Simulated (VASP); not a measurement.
All values below come from PBE GGA, VASP's PBE PAW potentials (set 64) (plane waves; VASP).

VASP ran on this input.

**INCAR**
```
ALGO=Normal
EDIFF=1E-6
ENCUT=800
GGA=PE
ISIF=2
ISMEAR=0
LASPH=.TRUE.
LCHARG=.FALSE.
LREAL=.FALSE.
LWAVE=.FALSE.
NELM=100
PREC=Accurate
SIGMA=0.05
SYSTEM=KF
```

**KPOINTS**
```
Automatic mesh
0
Gamma
8 8 8
0 0 0
```

### POSCAR
```
KF
1
    0.0000000000     2.6750000000     2.6750000000
    2.6750000000     0.0000000000     2.6750000000
    2.6750000000     2.6750000000     0.0000000000
K F
1 1
Direct
  0.0000000000   0.0000000000   0.0000000000
  0.5000000000   0.5000000000   0.5000000000
```

POTCAR, in this order: K_sv F_h (PBE.64 set). Program: vasp_std.

Question: What will the output report for the number of irreducible k-points (NKPTS), number of bands (NBANDS), largest plane-wave count, number of space-group operations, FFT grid (NGX, NGY, NGZ)?

Answer: 
```yaml
number of irreducible k-points (NKPTS): 29
number of bands (NBANDS): 12
largest_plane_wave_count: 1989
number_of_space_group_operations: 48
FFT grid (NGX, NGY, NGZ): 36 × 36 × 36
```

The compound is KF in the rock salt structure. The cell was not relaxed at this level. The run is one of a series of settings (ENCUT = 800, POTCAR K_sv F_h (PBE.64 set) against the base run), some of them coarse on purpose.
